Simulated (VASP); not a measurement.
Given:

```yaml
crystal:
  lattice:
    - [-1.74500, 1.74500, 1.74500]
    - [1.74500, -1.74500, 1.74500]
    - [1.74500, 1.74500, -1.74500]
  atoms:
    - { symbol: Li, position: [0.00000, 0.00000, 0.00000] }
```

All values below come from PBE GGA, VASP's PBE PAW potentials (set 64) (plane waves; VASP). Numerical set-up: 300 eV cut-off, 13×13×13 Γ-centred mesh, first-order Methfessel-Paxton smearing of 0.10 eV, potentials Li_sv.

At this cut-off the stress carries a Pulay error, which pulls relaxed volumes low.

Q: Give the stress tensor in GPa (positive for a compressed cell).

A: 
```
-8.06   0.00   0.00
 0.00  -8.06   0.00
 0.00   0.00  -8.06
```
The pressure is its mean diagonal, -8.06 GPa.

The compound is Li in the bcc structure. The cell was not relaxed at this level. The run is one of a series of settings (ENCUT = 300 against the base run), some of them coarse on purpose.
